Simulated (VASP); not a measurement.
Consider the following.

```
VZr3N4
1.0
    4.46450     0.00000     0.00000
    0.00000     4.46450     0.00000
    0.00000     0.00000     4.46450
Zr N V
3 4 1
Cartesian
  0.00000   0.00000   0.00000
  2.23225   2.23225   0.00000
  2.23225   0.00000   2.23225
  2.23225   2.23225   2.23225
  0.00000   0.00000   2.23225
  0.00000   2.23225   0.00000
  2.23225   0.00000   0.00000
  0.00000   2.23225   2.23225
```

Method: PBEsol GGA, VASP's PBE PAW potentials (set 64) (plane waves; VASP). Numerical set-up: 520 eV cut-off, Gaussian smearing of 0.050 eV, potentials Zr_sv N V_sv.

Task: Give the energies of bands 27 to 40 at the high-symmetry points, in eV from the Fermi level.

Result: 
```json
[
 {"band": "27", "Γ": "-3.25", "X": "-4.48", "M": "-5.45", "R": "-5.80"},
 {"band": "28", "Γ": "-3.25", "X": "-4.48", "M": "-5.41", "R": "-5.76"},
 {"band": "29", "Γ": "-3.25", "X": "-3.20", "M": "-4.80", "R": "-5.76"},
 {"band": "30", "Γ": "-2.73", "X": "-3.20", "M": "-4.71", "R": "-5.76"},
 {"band": "31", "Γ": "-2.73", "X": "-3.20", "M": "-4.33", "R": "-5.12"},
 {"band": "32", "Γ": "-2.73", "X": "-3.20", "M": "-4.33", "R": "-5.12"},
 {"band": "33", "Γ": "-2.37", "X": "-2.28", "M": "0.20", "R": "0.70"},
 {"band": "34", "Γ": "-2.37", "X": "-2.17", "M": "0.20", "R": "0.70"},
 {"band": "35", "Γ": "-2.37", "X": "0.20", "M": "0.72", "R": "0.70"},
 {"band": "36", "Γ": "-0.65", "X": "0.20", "M": "0.98", "R": "2.97"},
 {"band": "37", "Γ": "-0.65", "X": "0.45", "M": "2.03", "R": "2.97"},
 {"band": "38", "Γ": "-0.65", "X": "1.48", "M": "2.07", "R": "3.60"},
 {"band": "39", "Γ": "0.33", "X": "1.48", "M": "2.07", "R": "3.61"},
 {"band": "40", "Γ": "0.33", "X": "1.72", "M": "2.13", "R": "3.62"}
]
```

It has no gap at this level: it comes out as a metal or semimetal.

The structure was generated: VZr3N4 was put into an ordered model structure (Pm-3m), which need not be its known phase. It was relaxed first. The run is not spin-polarised, so no magnetic state was tried. The electron count is odd and the run is not spin-polarised, which forces a metal.
